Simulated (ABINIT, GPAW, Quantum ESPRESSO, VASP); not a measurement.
**Code comparison for SiMo3 (Pm-3n, 8 atoms in the cell)**

Self-consistent single point.

```xyz
8
Lattice="4.8897 0.0000 0.0000 0.0000 4.8897 0.0000 0.0000 0.0000 4.8897" Properties=species:S:1:pos:R:3 pbc="T T T"
Si     2.4449     2.4449     2.4449
Si     0.0000     0.0000     0.0000
Mo     0.0000     2.4449     1.2224
Mo     0.0000     2.4449     3.6673
Mo     1.2224     0.0000     2.4449
Mo     3.6673     0.0000     2.4449
Mo     2.4449     1.2224     0.0000
Mo     2.4449     3.6673     0.0000
```

All programs got the same cell, k-point mesh and kind of occupations (in GPAW's words: kpts = 5 5 5; mesh shift (steps) = 0 0 0; occupations.name = fermi-dirac; occupations.width = 0.136 eV); potentials, basis and cutoffs are each program's usual ones.

```csv
code,model,pressure (GPa),cutoff
GPAW,"PBE, GPAW PAW datasets PBE (gpaw-data 1.0.1)",2.08,550 eV
Quantum ESPRESSO,"PBE, PseudoDojo standard norm-conserving (PBE) pseudopotentials",2.45,80 Ry
ABINIT,"PBE, norm-conserving pseudopotentials (PseudoDojo nc-sr-05 PBE standard)",2.45,40 Ha
VASP,"PBE, VASP's PBE PAW potentials (set 64)",2.37,300 eV
```

The spread over the programs that give each value: pressure within 0.37 GPa.

The starting cell comes from a database of computed structures (which also holds hypothetical and non-ambient phases and stackings), without a prior relaxation at this level. On GPAW's run: Spin polarisation is off.

### Question
Why do the programs differ, and what cannot be compared?

### Answer
Differences of this kind can come from the potentials, where these differ, and from what each basis and cutoff leave unconverged. The zero of total energies and Fermi levels follows the potentials and each program's conventions, so they are not compared here.

VASP's run is marked for a possible Pulay error in its stress at this cutoff; no cutoff test was made.

Left out of this page: Ansatz, Elk, FLEUR and SIESTA (not drawn, or without a comparable value).

Keys are those of Ansatz 0.2.
